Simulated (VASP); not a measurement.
## PtP (relaxed from the wurtzite structure, space group P6_3mc): computed properties

Level of theory: PBEsol GGA, VASP's PBE PAW potentials (set 64) (plane waves; VASP).

```json
{
  "space_group": "P6_3mc (186)",
  "cell": "a = b = 3.685 Å, c = 6.325 Å, α = β = 90.00°, γ = 120.00°",
  "volume_per_atom": "18.60 Å³/atom",
  "band gap (over mesh and band path)": "none (metal, semimetal or under 0.01 eV)",
  "density": "10.09 g/cm³"
}
```

```
CELL_PARAMETERS angstrom
      3.68516     0.00000     0.00000
     -1.84258     3.19144     0.00000
      0.00000     0.00000     6.32455
ATOMIC_POSITIONS crystal
  Pt 0.33333 0.66667 0.00447
  Pt 0.66667 0.33333 0.50447
  P  0.33333 0.66667 0.37053
  P  0.66667 0.33333 0.87053
```

Unless said otherwise, spin-orbit coupling is left out, though it shifts the bands of the heavy elements here.

The structure was generated: PtP was put into the wurtzite type (P6_3mc), which need not be its known phase. It was relaxed first, which changed the volume by -16 %. Symmetry was kept, so distortions that lower it aren't found.
